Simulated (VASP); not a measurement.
Given:

```
Au
1.0
    0.00000     2.89208     2.89208
    2.89208     0.00000     2.89208
    2.89208     2.89208     0.00000
Au
2
Direct
  0.75000   0.75000   0.75000
  0.50000   0.50000   0.50000
```

Level of theory: PBEsol GGA, VASP's PBE PAW potentials (set 64) (plane waves; VASP). Settings: 400 eV cut-off, 10×10×10 Γ-centred mesh, first-order Methfessel-Paxton smearing of 0.10 eV, potentials Au.

Energy and stress use the plane-wave basis of the starting cell.

Task: The ions, cell shape and volume are relaxed. Give the cell that the relaxation ends in.

Result: 
```
Au
1.0
    0.00000     3.00854     3.00854
    3.00854     0.00000     3.00854
    3.00854     3.00854     0.00000
Au
2
Direct
  0.75000   0.75000   0.75000
  0.50000   0.50000   0.50000
```
Space group Fd-3m (227), at a tolerance of 0.03 Å.

Task: How do energy and volume change from the first to the last step?

Result: The energy (σ→0) changes by -99.3 meV/atom and the volume by +12.6 %, in 4 ionic steps.

The structure was generated: Au was put into the diamond type (Fd-3m), which need not be its known phase. This run relaxes it. Symmetry was kept, so distortions that lower it aren't found.
